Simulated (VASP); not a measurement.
Calculation: PBEsol GGA, VASP's PBE PAW potentials (set 64) (plane waves; VASP).

Gaps are without spin-orbit coupling.

- volume per atom: 33.41 Å³/atom
- band gap (over mesh and band path): 1.20 eV
- smallest direct gap (over mesh and band path): 1.20 eV
- Hill bulk modulus: 34.6 GPa
- Hill shear modulus: 6.3 GPa

### Question
Which relaxed crystal gives these values?
A) NaTlO, P6_3mc (186)
B) CuCl, F-43m (216)
C) AgI, F-43m (216)
D) TePb2S, R-3m (166)

### Answer
C, AgI, F-43m (216)
